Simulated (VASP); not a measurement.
Given:

```xyz
2
Lattice="0.0000 2.8173 2.8173 2.8173 0.0000 2.8173 2.8173 2.8173 0.0000" Properties=species:S:1:pos:R:3 pbc="T T T"
Zn     0.0000     0.0000     0.0000
Se     1.4087     1.4087     1.4087
```

The numbers are results of PBEsol GGA, VASP's PBE PAW potentials (set 64) (plane waves; VASP 6.6.1), not measurements. Settings: 400 eV cut-off, 9×9×9 Γ-centred mesh, tetrahedra with Blöchl corrections, potentials Zn Se.

Task: Predict the energy per atom (σ→0), band gap (on the k-mesh) with the smallest direct gap where there is one.

Result: 
```json
{
  "band gap (on the k-mesh)": "1.24 eV",
  "smallest direct gap (on the k-mesh)": "1.24 eV",
  "energy per atom (σ→0)": "-326.7 kJ/mol of atoms"
}
```

Only differences to runs with the same potentials and settings are physical.

The structure was generated: ZnSe was put into the zinc blende type (F-43m), which need not be its known phase. It was relaxed first.
